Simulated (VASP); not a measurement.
Output of a VASP run:

**OSZICAR**
```
...
DAV:   8    -0.481927800514E+02   -0.13065E-06   -0.24256E-07  1244   0.431E-03
   2 F= -.40426527E+02 E0= -.40426527E+02  d E =0.872472E-01
       N       E                     dE             d eps       ncg     rms          rms(c)
DAV:   1    -0.489483552595E+02   -0.75558E+00   -0.70545E+00  2276   0.244E+01    0.436E+00
DAV:   2    -0.486828474638E+02    0.26551E+00   -0.94550E-01  2244   0.768E+00    0.988E-01
DAV:   3    -0.486730341961E+02    0.98133E-02   -0.48433E-02  2240   0.161E+00    0.480E-01
DAV:   4    -0.486707324066E+02    0.23018E-02   -0.23318E-03  2252   0.402E-01    0.182E-01
DAV:   5    -0.486703998151E+02    0.33259E-03   -0.46226E-04  2308   0.160E-01    0.404E-02
DAV:   6    -0.486703995647E+02    0.25033E-06   -0.17857E-05  2280   0.357E-02    0.113E-02
DAV:   7    -0.486703968248E+02    0.27399E-05   -0.75901E-06  2256   0.209E-02    0.300E-03
DAV:   8    -0.486703966526E+02    0.17224E-06   -0.10313E-07  1192   0.277E-03
   3 F= -.40548036E+02 E0= -.40548036E+02  d E =-.342619E-01
       N       E                     dE             d eps       ncg     rms          rms(c)
DAV:   1    -0.486665496352E+02    0.38472E-02   -0.81045E-04  2280   0.264E-01    0.469E-02
DAV:   2    -0.486665193217E+02    0.30314E-04   -0.10881E-04  2252   0.819E-02    0.106E-02
DAV:   3    -0.486665182597E+02    0.10620E-05   -0.56295E-06  2204   0.175E-02    0.466E-03
DAV:   4    -0.486665181176E+02    0.14211E-06   -0.27411E-07  1072   0.453E-03
   4 F= -.40548041E+02 E0= -.40548041E+02  d E =-.342669E-01
       N       E                     dE             d eps       ncg     rms          rms(c)
DAV:   1    -0.486548361625E+02    0.11682E-01   -0.93614E-01  2052   0.830E+00    0.313E-01
DAV:   2    -0.486559048615E+02   -0.10687E-02   -0.25475E-02  2376   0.130E+00    0.142E-01
DAV:   3    -0.486553084820E+02    0.59638E-03   -0.59850E-04  2308   0.257E-01    0.581E-02
DAV:   4    -0.486552278325E+02    0.80650E-04   -0.39227E-04  2336   0.174E-01    0.128E-02
DAV:   5    -0.486552298611E+02   -0.20287E-05   -0.42700E-05  2296   0.549E-02    0.779E-03
DAV:   6    -0.486552295731E+02    0.28801E-06   -0.13681E-06  1340   0.104E-02
   5 F= -.40549023E+02 E0= -.40549023E+02  d E =-.981435E-03
       N       E                     dE             d eps       ncg     rms          rms(c)
DAV:   1    -0.486598155504E+02   -0.45857E-02   -0.11233E-01  2056   0.287E+00    0.108E-01
DAV:   2    -0.486599454265E+02   -0.12988E-03   -0.30442E-03  2372   0.449E-01    0.496E-02
DAV:   3    -0.486598744385E+02    0.70988E-04   -0.72970E-05  2316   0.893E-02    0.202E-02
DAV:   4    -0.486598650318E+02    0.94067E-05   -0.44967E-05  2332   0.588E-02    0.435E-03
DAV:   5    -0.486598650652E+02   -0.33383E-07   -0.47488E-06  2056   0.182E-02
   6 F= -.40549402E+02 E0= -.40549402E+02  d E =-.136103E-02
       N       E                     dE             d eps       ncg     rms          rms(c)
DAV:   1    -0.486640976147E+02   -0.42326E-02   -0.84776E-03  2256   0.820E-01    0.796E-02
DAV:   2    -0.486640136700E+02    0.83945E-04   -0.17021E-04  2264   0.110E-01    0.382E-02
DAV:   3    -0.486639879097E+02    0.25760E-04   -0.37573E-05  2308   0.503E-02    0.110E-02
DAV:   4    -0.486639855236E+02    0.23861E-05   -0.77615E-06  2292   0.234E-02    0.282E-03
DAV:   5    -0.486639853636E+02    0.16001E-06   -0.71498E-07  1104   0.680E-03
   7 F= -.40549458E+02 E0= -.40549458E+02  d E =-.561689E-04
```

### OUTCAR
```
------------------------ aborting loop because EDIFF is reached ----------------------------------------
  FORCE on cell =-STRESS in cart. coord.  units (eV):
  Direction    XX          YY          ZZ          XY          YZ          ZX
  --------------------------------------------------------------------------------------
  Total        8.0771143      8.0771143      8.0673514      0.0000000      0.0000000      0.0000000
  in kB      298.6168249    298.6168249    298.2558826      0.0000000      0.0000000      0.0000000
  external PRESSURE =      -1.5034892 kB  Pullay stress =     300.0000000 kB
  volume of cell :       43.34
      direct lattice vectors                 reciprocal lattice vectors
     4.058808277 -0.000000000  0.000000000     0.246377737 -0.000000000  0.000000000
     0.000000000  4.058808277  0.000000000     0.000000000  0.246377737  0.000000000
     0.000000000  0.000000000  2.630603912     0.000000000  0.000000000  0.380140847
 POSITION                                       TOTAL-FORCE (eV/Angst)
 -----------------------------------------------------------------------------------
      0.00000      0.00000      0.00000        -0.000000      0.000000      0.000000
      2.02940      2.02940      1.31530        -0.000000      0.000000      0.000000
      1.23064      1.23064      0.00000         0.000694      0.000694     -0.000000
      3.26004      0.79876      1.31530         0.000694     -0.000694      0.000000
      0.79876      3.26004      1.31530        -0.000694      0.000694      0.000000
      2.82817      2.82817      2.63060        -0.000694     -0.000694      0.000000
 -----------------------------------------------------------------------------------
    total drift:                                0.000000      0.000000     -0.000000
  FREE ENERGIE OF THE ION-ELECTRON SYSTEM (eV)
  ---------------------------------------------------
  free  energy   TOTEN  =       -48.6639853636 eV

  energy  without entropy=      -48.6639853636  energy(sigma->0) =      -48.66398536
  enthalpy is  TOTEN    =       -40.5494583833 eV   P V=        8.1145269802

 reached required accuracy - stopping structural energy minimisation
```
(Selected blocks of OUTCAR.)

### POSCAR
```
SiO2
1
    4.0962266585     0.0000000000     0.0000000000
    0.0000000000     4.0962266585     0.0000000000
    0.0000000000     0.0000000000     2.6475637488
Si O
2 4
Direct
  0.0000000000   0.0000000000   0.0000000000
  0.5000000000   0.5000000000   0.5000000000
  0.3038459520   0.3038459520   0.0000000000
  0.8038459520   0.1961540480   0.5000000000
  0.1961540480   0.8038459520   0.5000000000
  0.6961540480   0.6961540480   0.0000000000
```

Q: Write an INCAR and KPOINTS that could have produced this output.

A: One answer among several that fit: the input of the run itself, PBEsol GGA, plane waves, VASP's PBE PAW potentials (set 64).

KPOINTS:
```
Automatic mesh
0
Gamma
6 6 8
0 0 0
```

**INCAR**
```
! general
SYSTEM  = SiO2
PREC    = Accurate
ENCUT   = 620
LREAL   = .False.
LASPH   = .True.

! electronic loop
EDIFF   = 1E-6
NELM    = 100
ALGO    = Normal

! smearing
ISMEAR  = 0
SIGMA   = 0.05

! functional
GGA     = PS

! ions
IBRION  = 2
NSW     = 40
ISIF    = 3
EDIFFG  = -0.02
PSTRESS = 300

! output
LWAVE   = .False.
LCHARG  = .False.
```

POTCAR, in this order: Si O (PBE.64 set). Program: vasp_std.

Energy and stress use the plane-wave basis of the starting cell.

The compound is SiO2 in the rutile structure, stishovite, a high-pressure form. This run relaxes it under an external pressure of 30 GPa. Symmetry was kept, so distortions that lower it aren't found.
